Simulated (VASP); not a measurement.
Here is the system:

```yaml
crystal:
  lattice:
    - [2.12617, -3.68264, 0.00000]
    - [2.12617, 3.68264, 0.00000]
    - [0.00000, 0.00000, 6.91492]
  atoms:
    - { symbol: Mg, position: [0.66667, 0.33333, 0.49969] }
    - { symbol: Mg, position: [0.33333, 0.66667, 0.99969] }
    - { symbol: Te, position: [0.66667, 0.33333, 0.87631] }
    - { symbol: Te, position: [0.33333, 0.66667, 0.37631] }
```

These are LDA (Ceperley-Alder, Perdew-Zunger), VASP's LDA PAW potentials (set 64) (plane waves; VASP) values and carry that method's errors. Run with 500 eV cut-off, 6×6×4 Γ-centred mesh, Gaussian smearing of 0.050 eV, potentials Mg Te.

Unless said otherwise, spin-orbit coupling is left out, though it shifts the bands of the heavy elements here.

Task: Estimate the energy per atom (σ→0), pressure, band gap (on the k-mesh) with the smallest direct gap where there is one.

Result: 
- band gap (on the k-mesh) = 2.90 eV
- smallest direct gap (on the k-mesh) = 3.30 eV
- energy per atom (σ→0) = -3.515 eV/atom
- pressure = 9.95 GPa

The compound is MgTe in the wurtzite structure. It was relaxed first under an external pressure of 10 GPa.
